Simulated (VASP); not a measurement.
# SmFePO (P4/nmm) in VASP: single point with r2SCAN+rVV10

Aim: the single point of SmFePO with r2SCAN+rVV10.

All numbers are computed with VASP 6.6.1; they aren't measurements. Logs are shortened: lines on timing, memory, paths and dates and some standing lists are left out, and cuts for length are marked.

## Step 1: The crystal as given

Symmetry: P4/nmm, No. 129, tetragonal system. The conventional cell has a = 3.888 Å, b = 3.888 Å, c = 8.696 Å, α = 90.00°, β = 90.00°, γ = 90.00°. Sm (site symmetry 4mm) is surrounded by 4 O at 2.29 Å. Fe (site symmetry -4m2) has 4 P at 2.38 Å as nearest neighbours. P (site symmetry 4mm) has 4 Fe at 2.38 Å as nearest neighbours. O (site symmetry -4m2) has 4 Sm at 2.29 Å as nearest neighbours.

The cell comes from a database or a generator and needn't be the stable form of this composition.

## Step 2: Single point, r2SCAN+rVV10, collinear spin, ferromagnetic start

File run.py:

```python
from ase.calculators.vasp import Vasp
from ase.dft.bandgap import bandgap
from ase.io import read

atoms = read('SmFePO.cif', primitive_cell=True, subtrans_included=False)
atoms.set_initial_magnetic_moments([5.0, 5.0, 3.0, 3.0, 0.0, 0.0, 0.0, 0.0])
calc = Vasp(
    directory='calc',
    xc='r2scan+rvv10',
    pp='PBE',
    setups='recommended',
    prec='Accurate',
    encut=450,
    ediff=1e-06,
    ismear=0,
    sigma=0.05,
    lreal=False,
    lasph=True,
    nelm=120,
    algo='Normal',
    isif=2,
    lwave=False,
    lcharg=False,
    ispin=2,
    lorbit=11,
    lmaxmix=6,
    lmixtau=True,
    kpts=[7, 7, 3],
    gamma=True,
    nbands=44,
    nelect=60.02,
)
atoms.calc = calc

print('energy (eV):', atoms.get_potential_energy())
print('free energy (eV):', atoms.get_potential_energy(force_consistent=True))
print('forces (eV/A):')
print(atoms.get_forces())
print('stress (eV/A^3, Voigt):', atoms.get_stress())
print('Fermi level (eV):', calc.get_fermi_level())
print('moment (muB):', atoms.get_magnetic_moment())
print('site moments (muB):', atoms.get_magnetic_moments())
gap, top, bottom = bandgap(calc)
print('band gap (eV):', gap, 'from (spin, k, band)', top, 'to', bottom)
```

File SmFePO.cif:

```cif
data_SmFePO
_cell_length_a 3.88803500
_cell_length_b 3.88803500
_cell_length_c 8.69641700
_cell_angle_alpha 90.00000000
_cell_angle_beta 90.00000000
_cell_angle_gamma 90.00000000
_space_group_name_H-M_alt 'P4/nmm'
_space_group_name_Hall 'P 4ab 2ab -1ab'
_space_group_IT_number 129
loop_
_space_group_symop_operation_xyz
'x,y,z'
'-y+1/2,x+1/2,z'
'-x,-y,z'
'y+1/2,-x+1/2,z'
'x+1/2,-y+1/2,-z'
'-y,-x,-z'
'-x+1/2,y+1/2,-z'
'y,x,-z'
'-x+1/2,-y+1/2,-z'
'y,-x,-z'
'x+1/2,y+1/2,-z'
'-y,x,-z'
'-x,y,z'
'y+1/2,x+1/2,z'
'x,-y,z'
'-y+1/2,-x+1/2,z'
loop_
_atom_site_label
_atom_site_type_symbol
_atom_site_symmetry_multiplicity
_atom_site_Wyckoff_symbol
_atom_site_fract_x
_atom_site_fract_y
_atom_site_fract_z
_atom_site_occupancy
Sm1 Sm 2 c 0.5000000000 0.0000000000 0.1381680000 1
Fe1 Fe 2 b 0.0000000000 0.0000000000 0.5000000000 1
P1 P 2 c 0.5000000000 0.0000000000 0.6581500000 1
O1 O 2 a 0.0000000000 0.0000000000 0.0000000000 1
```

Potentials or basis: VASP PAW PBE potentials, release 64 (Sm_3, Fe, P, O), 4f in core.

Launch:

```sh
> python run.py
```

Standard output:

```text
<dir> UserWarning: vdW has been enabled, however no location for the vdw_kernel.bindat file has been specified. Set ASE_VASP_VDW environment variable to copy the vdW kernel.
  warnings.warn(
energy (eV): -132.34362377
free energy (eV): -132.34648495
forces (eV/A):
[[-0.          0.         -0.11441551]
 [ 0.          0.          0.11441551]
 [ 0.         -0.         -0.        ]
 [ 0.          0.         -0.        ]
 [ 0.          0.          0.04381767]
 [ 0.          0.         -0.04381767]
 [ 0.         -0.         -0.        ]
 [ 0.          0.         -0.        ]]
stress (eV/A^3, Voigt): [ 0.01492946  0.01492946  0.01410477  0.         -0.         -0.        ]
Fermi level (eV): 4.83888146
moment (muB): 6.5684673
site moments (muB): [0.01  0.01  3.058 3.058 0.057 0.057 0.014 0.014]
band gap (eV): 0.0 from (spin, k, band) (None, None, None) to (None, None, None)
```

OUTCAR:

```text
ENCUT = 450.000000
   NELECT = 60.020000
   BPARAM = 11.950000
   EDIFF = 1.00e-06
   METAGGA = R2SCAN
   PREC = Accurate
   ISIF = 2
   ISMEAR = 0
   ISPIN = 2
   LORBIT = 11
   NELM = 120
   LASPH = .TRUE.
   LREAL = .FALSE.

 ion  position               nearest neighbor table
   1  0.500  0.000  0.138-   7 2.29   8 2.29   8 2.29   7 2.29   6 3.27   6 3.27   6 3.27   6 3.27
                             2 3.65   2 3.65   2 3.65   2 3.65
   2  0.000  0.500  0.862-   7 2.29   8 2.29   7 2.29   8 2.29   5 3.27   5 3.27   5 3.27   5 3.27
                             1 3.65   1 3.65   1 3.65   1 3.65
   3  0.000  0.000  0.500-   5 2.38   6 2.38   6 2.38   5 2.38   4 2.75   4 2.75   4 2.75   4 2.75

   4  0.500  0.500  0.500-   5 2.38   6 2.38   5 2.38   6 2.38   3 2.75   3 2.75   3 2.75   3 2.75

   5  0.500  0.000  0.658-   3 2.38   4 2.38   4 2.38   3 2.38   2 3.27   2 3.27   2 3.27   2 3.27

   6  0.000  0.500  0.342-   3 2.38   4 2.38   3 2.38   4 2.38   1 3.27   1 3.27   1 3.27   1 3.27

   7  0.000  0.000  0.000-   1 2.29   2 2.29   2 2.29   1 2.29
   8  0.500  0.500  0.000-   1 2.29   2 2.29   1 2.29   2 2.29

  LATTYP: Found a simple tetragonal cell.
 ALAT       =     3.8880350000
 C/A-ratio  =     2.2367126325

  Lattice vectors:

 A1 = (   3.8880350000,   0.0000000000,   0.0000000000)
 A2 = (   0.0000000000,   3.8880350000,   0.0000000000)
 A3 = (   0.0000000000,   0.0000000000,   8.6964170000)

Analysis of symmetry for initial positions (statically):
=====================================================================
 Subroutine PRICEL returns:
 Original cell was already a primitive cell.

 Routine SETGRP: Setting up the symmetry group for a
 simple tetragonal supercell.

 Subroutine GETGRP returns: Found 16 space group operations
 (whereof  8 operations were pure point group operations)
 out of a pool of 16 trial point group operations.

The static configuration has the point symmetry D_2d.
 The point group associated with its full space group is D_4h.

Analysis of symmetry for dynamics (positions and initial velocities):
=====================================================================
 Subroutine PRICEL returns:
 Original cell was already a primitive cell.

 Routine SETGRP: Setting up the symmetry group for a
 simple tetragonal supercell.

 Subroutine GETGRP returns: Found 16 space group operations
 (whereof  8 operations were pure point group operations)
 out of a pool of 16 trial point group operations.

The dynamic configuration has the point symmetry D_2d.
 The point group associated with its full space group is D_4h.

Analysis of structural, dynamic, and magnetic symmetry:
=====================================================================
 Subroutine PRICEL returns:
 Original cell was already a primitive cell.

 Routine SETGRP: Setting up the symmetry group for a
 simple tetragonal supercell.

 Subroutine GETGRP returns: Found 16 space group operations
 (whereof  8 operations were pure point group operations)
 out of a pool of 16 trial point group operations.

The overall configuration has the point symmetry D_2d.
 The point group associated with its full space group is D_4h.

 Subroutine INISYM returns: Found 16 space group operations
 (whereof  8 operations are pure point group operations),
 and found     1 'primitive' translations

[... 118 lines left out ...]
   IALGO  =     38    algorithm
   IMIX   =      4    mixing-type and parameters
     AMIX     =   0.40;   BMIX     =  1.00
     AMIX_MAG =   1.60;   BMIX_MAG =  1.00
  volume/ion in A,a.u.               =      16.43       110.89
  Fermi-wavevector in a.u.,A,eV,Ry     =   1.260588  2.382166 21.620784  1.589083
  Thomas-Fermi vector in A             =   2.394090
   LORBIT       =     11    0 simple, 1 ext, 2 COOP (PROOUT), +10 PAW based schemes
   METAGGA = R2SCAN    functional components
   LHFCALC =     F    Hartree Fock is set to
   AEXX    =    0.0000 exact exchange contribution
   IVDW_NL    =     2    kernel type
   BPARAM     =11.9500
   IVDW    =     0    specifies the selected vdW correction
   LEPSILON=     F    determine dielectric tensor
   LRPA    =     F    only Hartree local field effects (RPA)
 spin polarized calculation
 Gauss-broadening in eV      SIGMA  =   0.05
  energy-cutoff  :      450.00
  volume of cell :      131.46
 maximum number of plane-waves:      2887
 NGX is ok and might be reduce to    28

 number of electron      60.0200009 magnetization      11.4689433

 number of electron      60.0200005 magnetization       6.5684673

 Free energy of the ion-electron system (eV)
  ---------------------------------------------------
  ext. energy  EPLUGINS =         0.00000000
  ---------------------------------------------------
  free energy    TOTEN  =      -132.34648495 eV

  energy without entropy =     -132.34076258  energy(sigma->0) =     -132.34362377

 E-fermi :   4.8389     XC(G=0): -11.5263

 val. band max:        4.8355781658   @ k =   0.4286   0.1429   0.3333
 cond. band min:       4.8695923300   @ k =   0.4286   0.1429   0.0000
 fundamental gap:      0.0340141642
 Fermi energy:         4.8388814560

 spin component 1

 k-point     1 :       0.0000    0.0000    0.0000
  band No.  band energies     occupation
      1     -36.8928      1.00000
      2     -36.7998      1.00000
      3     -17.4381      1.00000
      4     -15.9138      1.00000
      5     -15.9138      1.00000
      6     -15.7250      1.00000
[... 889 lines left out ...]
     41      10.1384      0.00000
     42      10.3525      0.00000
 Fermi energy:         4.8388814560

 spin component 2

 k-point     1 :       0.0000    0.0000    0.0000
  band No.  band energies     occupation
      1     -36.8873      1.00000
      2     -36.7942      1.00000
      3     -17.4295      1.00000
      4     -15.9022      1.00000
      5     -15.9022      1.00000
      6     -15.7241      1.00000
[... 889 lines left out ...]
     41      10.4066      0.00000
     42      10.6017      0.00000
 [bands above 42 left out]

------------------------ aborting loop because EDIFF is reached ----------------------------------------

  FORCE on cell =-STRESS in cart. coord.  units (eV):
  Direction    XX          YY          ZZ          XY          YZ          ZX
  --------------------------------------------------------------------------------------
  -------------------------------------------------------------------------------------
  Total       -1.9626573     -1.9626573     -1.8542420      0.0000000      0.0000000      0.0000000
  in kB      -23.9196254    -23.9196254    -22.5983277      0.0000000      0.0000000      0.0000000
  external PRESSURE =     -23.4791928 kB  Pullay stress =       0.0000000 kB

 VOLUME and BASIS-vectors are now :
 -----------------------------------------------------------------------------
  energy-cutoff  :      450.00
  volume of cell :      131.46
      direct lattice vectors                 reciprocal lattice vectors
     3.888035000  0.000000000  0.000000000     0.257199331  0.000000000  0.000000000
     0.000000000  3.888035000  0.000000000     0.000000000  0.257199331  0.000000000
     0.000000000  0.000000000  8.696417000     0.000000000  0.000000000  0.114989886

 POSITION                                       TOTAL-FORCE (eV/Angst)
 -----------------------------------------------------------------------------------
      1.94402      0.00000      1.20157        -0.000000      0.000000     -0.114416
      0.00000      1.94402      7.49485         0.000000      0.000000      0.114416
      0.00000      0.00000      4.34821         0.000000     -0.000000     -0.000000
      1.94402      1.94402      4.34821         0.000000      0.000000     -0.000000
      1.94402      0.00000      5.72355         0.000000      0.000000      0.043818
      0.00000      1.94402      2.97287         0.000000      0.000000     -0.043818
      0.00000      0.00000      0.00000         0.000000     -0.000000     -0.000000
      1.94402      1.94402      0.00000         0.000000      0.000000     -0.000000
 -----------------------------------------------------------------------------------
    total drift:                                0.000000      0.000000      0.000000

  FREE ENERGIE OF THE ION-ELECTRON SYSTEM (eV)
  ---------------------------------------------------
  free  energy   TOTEN  =      -132.3464849543 eV

  energy  without entropy=     -132.3407625811  energy(sigma->0) =     -132.34362377

 total charge

# of ion       s       p       d       tot
------------------------------------------
    1        2.128   5.979   0.901   9.009
    2        2.128   5.979   0.901   9.009
    3        0.403   0.514   6.125   7.043
    4        0.403   0.514   6.125   7.043
    5        1.012   1.521   0.000   2.532
    6        1.012   1.521   0.000   2.532
    7        1.579   3.529   0.000   5.108
    8        1.579   3.529   0.000   5.108
--------------------------------------------------
tot         10.244  23.086  14.053  47.383

 magnetization (x)

# of ion       s       p       d       tot
------------------------------------------
    1        0.000   0.001   0.008   0.010
    2        0.000   0.001   0.008   0.010
    3        0.035   0.046   2.977   3.058
    4        0.035   0.046   2.977   3.058
    5        0.010   0.047   0.000   0.057
    6        0.010   0.047   0.000   0.057
    7        0.001   0.013   0.000   0.014
    8        0.001   0.013   0.000   0.014
--------------------------------------------------
tot          0.093   0.213   5.971   6.277
```

INCAR:

```text
ENCUT = 450.000000
NELECT = 60.020000
SIGMA = 0.050000
BPARAM = 11.950000
CPARAM = 0.009300
EDIFF = 1.00e-06
ALGO = Normal
METAGGA = R2SCAN
PREC = Accurate
ISIF = 2
ISMEAR = 0
ISPIN = 2
LMAXMIX = 6
LORBIT = 11
NBANDS = 44
NELM = 120
LASPH = .TRUE.
LCHARG = .FALSE.
LUSE_VDW = .TRUE.
LWAVE = .FALSE.
LMIXTAU = .TRUE.
LREAL = .FALSE.
MAGMOM = 2*5.0000 2*3.0000 4*0.0000
```

Run time: 7.2 min. Hardware: 1 thread of AMD EPYC 9R45 (Zen 5), shared host; peak memory 0.51 GiB.

The run converged, but some of its settings lie outside the range that counts as converged (typed here: ENCUT = 450; NELECT = 60.020000), so its numbers aren't taken as properties of the crystal.

Results:

```yaml
Free_energy: -132.3465 eV
Largest_force: 0.114 eV/Å
Band_gap_on_the_k_mesh: none (metal or under the smearing width)
Net_moment: 6.57 μB per cell
Site_moments: Sm +0.01; Fe +3.06; P +0.06; O +0.01 μB
Valence_electrons_inside_the_program's_atomic_spheres: Sm 9.01; Fe 7.04; P 2.53; O 5.11
```

Caveat: the cell is charged against a uniform background, so pressure and absolute levels hang on convention; the cutoff is under 1.25 times the usual one of these potentials, so pressure, stress and relaxed cells hold a basis-set (Pulay) error; the magnetic or orbital state may not be the lowest; the PAW data sets were made with another functional, which shifts forces and pressure a little; spin-orbit coupling is left out, which moves the levels of the heavy elements; the 4f electrons are frozen in the core as for a trivalent ion, so they carry no moment and show no levels; semilocal functionals often make such compounds metallic where correlation or magnetic order opens a gap, which also shifts bond lengths; only a ferromagnetic start was run, and an antiferromagnetic order may lie lower in energy.
